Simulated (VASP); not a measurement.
All values below come from PBEsol GGA, VASP's PBE PAW potentials (set 64) (plane waves; VASP).

VASP ran on this input.

### INCAR
```
! general
SYSTEM =CdZn3S4
PREC   =Accurate
ENCUT  =400
LREAL  =.FALSE.   ! projection in real space or not
LASPH  =.TRUE.

! electronic loop
EDIFF  =1E-7   ! SCF stop (eV)
NELM   =100
ALGO   =Normal   ! blocked Davidson
LMAXMIX=4   ! l cut-off of mixed one-centre charges

! smearing
ISMEAR =-5   ! tetrahedra, Bloechl

! functional
GGA    =PS   ! PBEsol

! ions
ISIF   =2

! output
LWAVE  =.FALSE.
LCHARG =.TRUE.
LORBIT =11   ! lm-projected
NEDOS  =601   ! DOS grid

! other
LEFG   =.TRUE.
```

POSCAR:
```
CdZn3S4
1
    1.9258659905    -3.3356977836     0.0000000000
    1.9258659905     3.3356977836    -0.0000000000
    0.0000000000     0.0000000000    12.7600441973
Zn S Cd
3 4 1
Direct
  0.6666670000   0.3333330000   0.2404257400
  0.3333330000   0.6666670000   0.0005971414
  0.6666670000   0.3333330000   0.7599881698
  0.6666670000   0.3333330000   0.4214744761
  0.3333330000   0.6666670000   0.1825713853
  0.6666670000   0.3333330000   0.9419751272
  0.3333330000   0.6666670000   0.7016166903
  0.3333330000   0.6666670000   0.5053512699
```

KPOINTS:
```
Automatic mesh
0
Gamma
8 8 2
0 0 0
```

POTCAR, in this order: Zn S Cd (PBE.64 set). Program: vasp_std.

The run wrote:

File OSZICAR:
```
       N       E                     dE             d eps       ncg     rms          rms(c)
DAV:   1     0.549128532906E+03    0.54913E+03   -0.29033E+04  1720   0.159E+03
DAV:   2     0.355508592572E+02   -0.51358E+03   -0.49949E+03  1779   0.398E+02
DAV:   3    -0.286079686468E+02   -0.64159E+02   -0.63568E+02  1917   0.142E+02
DAV:   4    -0.310917789393E+02   -0.24838E+01   -0.24749E+01  2088   0.278E+01
DAV:   5    -0.311335998611E+02   -0.41821E-01   -0.41785E-01  2034   0.379E+00    0.153E+01
DAV:   6    -0.293213618777E+02    0.18122E+01   -0.41061E+00  2334   0.439E+01    0.114E+01
DAV:   7    -0.295053109683E+02   -0.18395E+00   -0.56878E+00  1919   0.109E+01    0.434E+00
DAV:   8    -0.293807969669E+02    0.12451E+00   -0.54615E-01  2139   0.670E+00    0.116E+00
DAV:   9    -0.293749574378E+02    0.58395E-02   -0.10067E-01  2157   0.264E+00    0.324E-01
DAV:  10    -0.293749246993E+02    0.32738E-04   -0.50805E-03  2148   0.113E+00    0.245E-01
DAV:  11    -0.293750766162E+02   -0.15192E-03   -0.76413E-04  2325   0.594E-01    0.142E-01
DAV:  12    -0.293751629153E+02   -0.86299E-04   -0.21326E-04  1948   0.163E-01    0.218E-02
DAV:  13    -0.293751660835E+02   -0.31682E-05   -0.24298E-05  2200   0.788E-02    0.153E-02
DAV:  14    -0.293751688792E+02   -0.27957E-05   -0.16046E-05  1916   0.273E-02    0.103E-02
DAV:  15    -0.293751700935E+02   -0.12143E-05   -0.20310E-06  1996   0.356E-02    0.355E-03
DAV:  16    -0.293751703209E+02   -0.22745E-06   -0.66403E-07  1847   0.850E-03    0.257E-03
DAV:  17    -0.293751703446E+02   -0.23691E-07   -0.37070E-07  1730   0.169E-02
   1 F= -.29375170E+02 E0= -.29375170E+02  d E =0.000000E+00
```

**OUTCAR**
```
------------------------ aborting loop because EDIFF is reached ----------------------------------------
  FORCE on cell =-STRESS in cart. coord.  units (eV):
  Direction    XX          YY          ZZ          XY          YZ          ZX
  --------------------------------------------------------------------------------------
  Total       -0.0151109     -0.0151109      0.0183882      0.0000000     -0.0000000      0.0000000
  in kB       -0.1476751     -0.1476751      0.1797024      0.0000000     -0.0000000      0.0000000
  external PRESSURE =      -0.0385493 kB  Pullay stress =       0.0000000 kB
  volume of cell :      163.94
      direct lattice vectors                 reciprocal lattice vectors
     1.925865990 -3.335697784  0.000000000     0.259623464 -0.149893675  0.000000000
     1.925865990  3.335697784  0.000000000     0.259623464  0.149893675  0.000000000
     0.000000000  0.000000000 12.760044197     0.000000000  0.000000000  0.078369635
 POSITION                                       TOTAL-FORCE (eV/Angst)
 -----------------------------------------------------------------------------------
      1.92587     -1.11190      3.06784         0.000000     -0.000000      0.002340
      1.92587      1.11190      0.00762        -0.000000      0.000000     -0.001051
      1.92587     -1.11190      9.69748         0.000000     -0.000000      0.011573
      1.92587     -1.11190      5.37803        -0.000000      0.000000     -0.005873
      1.92587      1.11190      2.32962         0.000000     -0.000000     -0.004974
      1.92587     -1.11190     12.01964        -0.000000     -0.000000      0.003945
      1.92587      1.11190      8.95266        -0.000000      0.000000     -0.004004
      1.92587      1.11190      6.44830        -0.000000     -0.000000     -0.001956
 -----------------------------------------------------------------------------------
    total drift:                               -0.000001     -0.000186      0.000779
  FREE ENERGIE OF THE ION-ELECTRON SYSTEM (eV)
  ---------------------------------------------------
  free  energy   TOTEN  =       -29.3751703446 eV

  energy  without entropy=      -29.3751703446  energy(sigma->0) =      -29.37517034

 total charge

# of ion       s       p       d       tot
------------------------------------------
    1        0.523   0.481   9.799  10.803
    2        0.524   0.481   9.798  10.803
    3        0.524   0.481   9.799  10.804
    4        1.315   2.417   0.000   3.732
    5        1.310   2.410   0.000   3.719
    6        1.310   2.410   0.000   3.719
    7        1.311   2.398   0.000   3.709
    8        0.446   0.375   9.556  10.377
--------------------------------------------------
tot          7.262  11.453  38.952  57.666

 Electric field gradients after diagonalization (V/A^2)
 (convention: |V_zz| > |V_xx| > |V_yy|)
----------------------------------------------------------------------
 ion       V_xx      V_yy      V_zz     asymmetry (V_yy - V_xx)/ V_zz
----------------------------------------------------------------------
   1       0.516     0.504    -1.020       0.011
   2       3.176     3.165    -6.342       0.002
   3       3.438     3.427    -6.866       0.002
   4     -19.902   -19.901    39.803       0.000
   5       2.295     2.294    -4.588       0.000
   6       1.983     1.982    -3.964       0.000
   7      -0.494    -0.493     0.987       0.001
   8       3.085     3.085    -6.170       0.000
```
(Selected blocks of OUTCAR.)

The structure was generated: CdZn3S4 was put into an ordered model structure (P3m1), which need not be its known phase. It was relaxed first.
